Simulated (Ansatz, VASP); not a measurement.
**BAs: VASP beside Ansatz**

Aim: how closely do two programs agree when they are given the same cell, functional and k mesh? The cell is taken from a series of runs on this material, whose earlier steps may have relaxed, scaled, displaced or heated it; both programs get it as it stands.

Program: Ansatz 0.2.0. Level of theory: plane waves, with VASP 6.6.1 beside it; relaxation of cell and atoms at r2SCAN. Results are calculated unless marked as measured.

## Step 1: The starting structure

It takes space group F-43m (No. 216, cubic). Conventional cell: a = 4.784 Å, b = 4.784 Å, c = 4.784 Å, α = 90.00°, β = 90.00°, γ = 90.00°. Nearest to B lie 4 As at 2.07 Å. Nearest to As lie 4 B at 2.07 Å. Farther neighbours are not listed.

As a file:

```cif
data_structure
_symmetry_space_group_name_H-M 'F-43m'
_symmetry_Int_Tables_number 216
_cell_length_a 4.7838
_cell_length_b 4.7838
_cell_length_c 4.7838
_cell_angle_alpha 90.000
_cell_angle_beta 90.000
_cell_angle_gamma 90.000
_cell_volume 109.48
loop_
_atom_site_label
_atom_site_type_symbol
_atom_site_symmetry_multiplicity
_atom_site_Wyckoff_symbol
_atom_site_fract_x
_atom_site_fract_y
_atom_site_fract_z
_atom_site_occupancy
B1 B 4 a 0.00000 0.00000 0.00000 1
As1 As 4 d 0.25000 0.25000 0.75000 1
```

## Step 2: Ansatz: relaxation of cell and atoms, r2SCAN

Ansatz runs on its default PAW (the set named soft_2) files.

The relaxed volume is the usual yardstick between codes: in a stiff, nearly cubic crystal its relative difference is about their pressure difference at one cell divided by the bulk modulus.

The input, input.yaml:

```yaml
crystal:
  lattice:
    - [0.0, 2.3919171792, 2.3919171792]
    - [2.3919171792, 0.0, 2.3919171792]
    - [2.3919171792, 2.3919171792, 0.0]
  atoms:
    - { symbol: B, position: [0.0, 0.0, 0.0] }
    - { symbol: As, position: [0.25, 0.25, 0.25] }
kpoints:
  mp_grid: { grid: [12, 12, 12] }
hamiltonian:
  xc: r2scan
scf:
  occupations: { method: fixed }
output:
  forces: true
  stress: true
  eigenvalues: true
relax:
  adjacent_minimum: "off"
  f_tol: 0.001
  max_steps: 60
  cell: { stress_tol: 0.01 }
```

Started as:

```bash
> ansatz run input.yaml --threads 18 --pin off --max-ram 92160MiB --backend cuda --events-out ev --progress --plain --runs-dir out
```

Numbers of over 12 decimals in the logs are rounded to 6 here.

Log:

```text
Engine: ansatz 0.2.0, aarch64-unknown-linux-gnu
Pseudopotentials: kind: paw
Pseudopotential: B, paw, valence charge 3, recommended cutoff 500 eV (meta_gga), B.paw.azcp
Pseudopotential: As, paw, valence charge 15, recommended cutoff 500 eV (meta_gga), As.paw.azcp
Functional definition: r2SCAN
  parameter k0 = 0.174
  parameter k1 = 0.065
  parameter a1 = 4.9479
  exchange = r2scan_x(k0 = k0, k1 = k1, a1 = a1)
  correlation = r2scan_c
device memory: the entry about to start is reckoned to put 1.9 GiB on a device that reports 182.5 GiB free
GPU FFT provider: cuFFT
GPU libraries: cuBLAS 13.8.1, cuFFT 12.4.0, cuSOLVER 12.3.2
GPU matrix products: emulated (plane waves: as basis.precision tells), large ones in fixed point in workspaces of 1.00 GiB
Crystal: 2 atoms, lattice volume = 27.370 Å³
Basis set: ecut = 500 eV, 725 PW (Γ), exchange–correlation on 100×100×100 points (64 copies of the dense FFT grid, shifted against one another)
Bands: 13, of which v1, the nominal top of the filled ones, is band 9 counted from 1 (8 counted from 0)
Symmetry: 24 space group operations
Space group: F-43m (ITA 216), of the structure as read, at distance tolerance 3.0e-5 Å
k-points: 72 of 1728 (time reversal used)
Non-local potential: B, projectors of the file, l = 0: 2, l = 1: 2, l = 2: 1
Non-local potential: As, projectors of the file, l = 0: 2, l = 1: 2, l = 2: 3, l = 3: 1
PAW form: soft (Blöchl's): semilocal exchange-correlation on the pseudo side does not see the compensation charge
PAW frozen core: B, regenerated for the run's functional (the file was generated under x = pbe(κ = 0.804, μ = 0.219515), c = pbe(β = 0.066725))
PAW frozen core: As, regenerated for the run's functional (the file was generated under x = pbe(κ = 0.804, μ = 0.219515), c = pbe(β = 0.066725))
PAW one-centre angular grid: B, 302 points (default); XC on 160 Gauss nodes
PAW one-centre angular grid: As, 590 points (default); XC on 160 Gauss nodes
Initial density: superposition of atomic densities (neutral atoms: chi_scale 0, normalization atom), corrected by the library's trained network
Initial wavefunctions: pseudopotential atomic-orbital guess
GPU buffer pool allocated for 15625 grid points (all kernels)
GPU transforms: local potential and band sums: pruned to the plane-wave sphere, on 25×25×25
Functional: x = r2scan, c = r2scan; τ floored in thin density (d = 2e-4 eV/Å³)
SCF iter   1: F=—  HF=-5021.317756 eV  |F-HF|=—  |Δ(HF+E_count)|=         —  Δρ=5.89e-3  dr2=1.05e-2  dr2_τ=9.41e-2  ethr=1.77e-3  ⟨swp⟩=4.1  Hψ=4717  notcnv=0  defer=93
preconditioner: auto → none  [insulator: Δε(μ)=1.352 eV  Ē_g=13.158 eV  n_scr=8 (ndim 8)  ℏωp=20.1 eV  f_vac=0.001  ε∞_Penn≈3.3]
SCF iter   2: F=—  HF=-5021.341848 eV  |F-HF|=—  |Δ(HF+E_count)|=   2.41e-2  Δρ=2.40e-3  dr2=8.44e-4  dr2_τ=1.15e-4  ethr=5.85e-5  ⟨swp⟩=2.1  Hψ=2325  notcnv=0  defer=133
SCF iter   3: F=—  HF=-5021.341935 eV  |F-HF|=—  |Δ(HF+E_count)|=   8.68e-5  Δρ=1.30e-3  dr2=2.05e-4  dr2_τ=3.13e-6  ethr=4.69e-6  ⟨swp⟩=3.0  Hψ=1735  notcnv=0  defer=135
SCF iter   4: F=—  HF=-5021.342000 eV  |F-HF|=—  |Δ(HF+E_count)|=   6.52e-5  Δρ=1.40e-4  dr2=2.57e-6  dr2_τ=1.10e-7  ethr=1.14e-6  ⟨swp⟩=1.9  Hψ=1033  notcnv=0  defer=127
SCF iter   5: F=—  HF=-5021.342015 eV  |F-HF|=—  |Δ(HF+E_count)|=   1.43e-5  Δρ=1.99e-5  dr2=4.79e-8  dr2_τ=1.91e-9  ethr=1.43e-8  ⟨swp⟩=2.2  Hψ=1153  notcnv=0  defer=17
SCF iter   6: F=-5021.342015 eV  HF=-5021.342015 eV  |F-HF|=4.39e-10  |Δ(HF+E_count)|=   5.82e-9  Δρ=7.25e-6  dr2=1.06e-8  dr2_τ=3.27e-10  ethr=2.66e-10  ⟨swp⟩=3.8  Hψ=4235  notcnv=0
SCF 1 converged in 6 iterations: F = -5021.342015 eV  dr2 = 1.06e-8
  greatest PAW one-centre occupation: 0.999 electrons in one spin orbital (limit 2), on the As atom at site 1 (counted from 0), in its partial waves of l = 2
relax step   1: F+E_penalty+E_count = -5021.34201470 eV  Δ(F+E_penalty+E_count) = +0.000e0 eV  max|allowed force component| = 2.186e-16 eV/Å  Δτ_max = 0.0000 Å  P = +0.002 GPa  Ω = 27.370 Å³  (6 SCF iters, dr2 threshold 1.00e-7 eV, accepted)
device memory: the entry about to start is reckoned to put 1.9 GiB on a device that reports 182.5 GiB free
GPU FFT provider: cuFFT
GPU libraries: cuBLAS 13.8.1, cuFFT 12.4.0, cuSOLVER 12.3.2
GPU matrix products: emulated (plane waves: as basis.precision tells), large ones in fixed point in workspaces of 1.00 GiB
Initial density: handed on by an earlier stage of this run
Initial wavefunctions: pseudopotential atomic-orbital guess (no wavefunctions were taken with the density)
GPU buffer pool allocated for 15625 grid points (all kernels)
GPU transforms: local potential and band sums: pruned to the plane-wave sphere, on 25×25×25
iter 1 solved again at ethr=8.64e-9 eV; its pass at ethr=3.10e-3 eV (dr2=1.55e-6 eV) is discarded
SCF iter   1: F=—  HF=-5021.342015 eV  |F-HF|=—  |Δ(HF+E_count)|=         —  Δρ=7.23e-6  dr2=1.06e-8  dr2_τ=3.15e-10  ethr=8.64e-9  ⟨swp⟩=2.4  Hψ=7055  notcnv=0  defer=135
preconditioner: auto → none  [insulator: Δε(μ)=1.385 eV  Ē_g=13.128 eV  n_scr=8 (ndim 8)  ℏωp=20.1 eV  f_vac=0.002  ε∞_Penn≈3.3]
SCF iter   2: F=—  HF=-5021.342015 eV  |F-HF|=—  |Δ(HF+E_count)|=  6.29e-10  Δρ=2.82e-6  dr2=9.04e-10  dr2_τ=1.30e-10  ethr=5.88e-11  ⟨swp⟩=2.0  Hψ=1196  notcnv=0  defer=135
SCF iter   3: F=—  HF=-5021.342015 eV  |F-HF|=—  |Δ(HF+E_count)|=  9.47e-10  Δρ=1.30e-6  dr2=1.90e-10  dr2_τ=5.34e-12  ethr=5.02e-12  ⟨swp⟩=3.0  Hψ=1660  notcnv=0  defer=135
SCF iter   4: F=—  HF=-5021.342015 eV  |F-HF|=—  |Δ(HF+E_count)|=  2.48e-10  Δρ=1.14e-7  dr2=2.63e-12  dr2_τ=8.34e-14  ethr=1.05e-12  ⟨swp⟩=2.0  Hψ=1224  notcnv=0  defer=135
SCF iter   5: F=-5021.342015 eV  HF=-5021.342015 eV  |F-HF|=0.00e0  |Δ(HF+E_count)|=  1.82e-12  Δρ=3.53e-8  dr2=1.76e-13  dr2_τ=3.50e-15  ethr=1.00e-12  ⟨swp⟩=8.0  Hψ=4736  notcnv=0
SCF 2 converged in 5 iterations: F = -5021.342015 eV  dr2 = 1.76e-13
relax step   2: F+E_penalty+E_count = -5021.34201470 eV  Δ(F+E_penalty+E_count) = -2.922e-9 eV  max|allowed force component| = 2.747e-16 eV/Å  Δτ_max = 0.0000 Å  P = +0.003 GPa  Ω = 27.370 Å³  stress off target by 3.02e-3 GPa  SCF on the basis re-selected at this cell (its energy is not comparable with the rows above)  (5 SCF iters)
basis re-selected at this cell: Δ(F+E_penalty+E_count) = -2.922e-9 eV, ΔP = +0.001 GPa vs the last step (what re-selecting the basis moved, of the pressure what is left beyond the Pulay correction that the steps carried, after the strain that the cell walked since its last selection, with what the two solves' SCF thresholds leave and, on support functions, any second-order correction that the steps lacked; it is no m [...]
SCF converged after 5 iterations
Free energy (F): -5021.342015 eV
Harris-Foulkes:  -5021.342015 eV  (|F-HF|=0.00e0)
Internal energy: -5021.342015 eV  (E = F + TS)
E sigma→0 (E₀):  -5021.342015 eV
Fermi energy:    10.968824 eV
--- Per-component energies (eV) ---
  E_band       = -223.685566
  E_kinetic    = 151.407265
  E_local      = -1698.094402  (includes V_loc(G=0)·N_el)
  E_nonlocal   = -657.627135
  E_hartree    = 942.517947
  E_xc         = -105.604798
  E_vxc        = -125.551012  (∫ρ·V_xc dr)
  E_paw        = -1929.155543  (= ΣΔE_a)
  E_vpaw       = 214.896332  (= ΣTr[D̂ρ^β])
  E_aug_tail   = -0.000007  (compensation charges beyond the density's cutoff)
  E_vtau       = 6.247502  (kinetic-family band-sum trace: ∫τ·v_τ [+ j·A + Jᵃ·Aᵃ] dr)
  E_ewald      = -1723.309493
  E_core_change = -1.475850  (= ΣΔE_core)
  E_smearing   = -0.000000  (= −TS)
  E_closure    = -0.000000  (closes the sum)
  Σ components = -5021.342015   (vs F -5021.342015, Δ=0.00e0)
--- Forces (eV/Å), atoms counted from 1 ---
  atom   1  B      0.00000000    -0.00000000     0.00000000
  atom   2  As     0.00000000    -0.00000000     0.00000000
  max |Σ_I F_I| component: 5.61e-16 eV/Å
--- Stress (GPa, compression-positive) ---
        0.003019      -0.000000      -0.000000
        0.000000       0.003019       0.000000
       -0.000000       0.000000       0.003019
  P = ⅓ Tr σ = 0.0030 GPa (0.030 kbar)
--- Band table (eV; the first three rows and the last of 72) ---
  k-point 0: bands = [... 5 lower, -5.1549, 10.9688, 10.9688, 10.9688, 14.4057, 14.4057, 14.4057, 16.0307]
  k-point 1: bands = [... 5 lower, -5.0352, 9.8736, 10.7362, 10.7362, 14.6195, 14.7127, 14.7127, 16.6648]
  k-point 2: bands = [... 5 lower, -4.6802, 7.8610, 10.2449, 10.2449, 14.5318, 15.3519, 15.3519, 18.0975]
  k-point 71: bands = [... 5 lower, -0.5508, 2.3839, 5.2592, 5.5591, 16.6695, 17.4081, 18.1572, 18.3538]
--- Relaxed structure (1 steps of the walk, 1 accepted, 1 SCFs on fresh bases) ---
  F+E_penalty+E_count = -5021.34201470 eV   max|allowed force component| = 2.747e-16 eV/Å   (the final SCF, on the basis selected at the relaxed cell)
  cell:  # Å, volume = 27.3696 Å³
    - [0.0, 2.3919171792, 2.3919171792]
    - [2.3919171792, 0.0, 2.3919171792]
    - [2.3919171792, 2.3919171792, 0.0]
  atoms:
    - { symbol: B, position: [0.0, 0.0, 0.0] }
    - { symbol: As, position: [0.25, 0.25, 0.25] }
```

(Part 1 of 2 ends here.)

[Lines on the potential files, build, host, timing and source positions are cut from VASP's logs without a mark.]

[Logs are printed without paths, hosts, clocks, repeated set-up lines and the standing remarks that a program may print on its own settings, such as how far it seeks lower states.]

[Hosts, paths, dates, database ids (printed as entryN), source tags and the programs' standing remarks are cut or masked in the printed files.]
